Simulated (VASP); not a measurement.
All values below come from TPSS meta-GGA, VASP's PBE PAW potentials (set 64) (plane waves; VASP 6.6.1).

Input for VASP

POSCAR:
```
CsPbCl3
1
    5.6251703117     0.0000000000     0.0000000000
    0.0000000000     5.6251703117     0.0000000000
    0.0000000000     0.0000000000     5.6251703117
Cs Pb Cl
1 1 3
Direct
  0.0000000000   0.0000000000   0.0000000000
  0.5000000000   0.5000000000   0.5000000000
  0.5000000000   0.0000000000   0.5000000000
  0.0000000000   0.5000000000   0.5000000000
  0.5000000000   0.5000000000   0.0000000000
```

File KPOINTS:
```
Automatic mesh
0
Gamma
4 4 4
0 0 0
```

**INCAR**
```
! general
SYSTEM =CsPbCl3
PREC   =Accurate
ENCUT  =520
LREAL  =.FALSE.   ! projection in real space or not
LASPH  =.TRUE.   ! aspherical one-centre terms

! electronic loop
EDIFF  =1E-7   ! SCF stop (eV)
NELM   =100
ALGO   =Normal   ! blocked Davidson
LMAXMIX=4   ! l cut-off of mixed one-centre charges
LMIXTAU=.TRUE.

! smearing
ISMEAR =0   ! Gaussian
SIGMA  =0.05   ! width (eV)

! functional
METAGGA=TPSS

! ions
ISIF   =2   ! forces and stress, cell fixed

! output
LWAVE  =.FALSE.
LCHARG =.FALSE.
```

POTCAR, in this order: Cs_sv Pb_d Cl (PBE.64 set). Program: vasp_std.

Unless said otherwise, spin-orbit coupling is left out, though it shifts the bands of the heavy elements here.

Estimate the energy per atom (σ→0), pressure, band gap (on the k-mesh).

```json
{
  "energy per atom (σ→0)": "-8319 meV/atom",
  "band gap (on the k-mesh)": "2.09 eV",
  "pressure": "1.57 GPa"
}
```

**OSZICAR**
```
...
DAV:  15    -0.415926697749E+02   -0.83121E-03   -0.18759E-04   670   0.153E-01    0.134E-02
DAV:  16    -0.415927296342E+02   -0.59859E-04   -0.30933E-05   578   0.466E-02    0.875E-03
DAV:  17    -0.415927284202E+02    0.12140E-05   -0.10443E-05   566   0.239E-02    0.632E-03
DAV:  18    -0.415927391855E+02   -0.10765E-04   -0.32589E-06   650   0.168E-02    0.127E-03
DAV:  19    -0.415927394400E+02   -0.25447E-06   -0.47289E-07   502   0.768E-03    0.590E-04
DAV:  20    -0.415927395883E+02   -0.14833E-06   -0.12257E-07   434   0.326E-03    0.879E-04
DAV:  21    -0.415927396342E+02   -0.45945E-07   -0.20204E-08   378   0.212E-03
   1 F= -.41592740E+02 E0= -.41592740E+02  d E =-.123265E-17
```

The compound is CsPbCl3 in the cubic perovskite structure, the ideal cubic form; the compound distorts at low or room temperature. This cell is one point of a volume scan, at 0.94 of the reference volume.
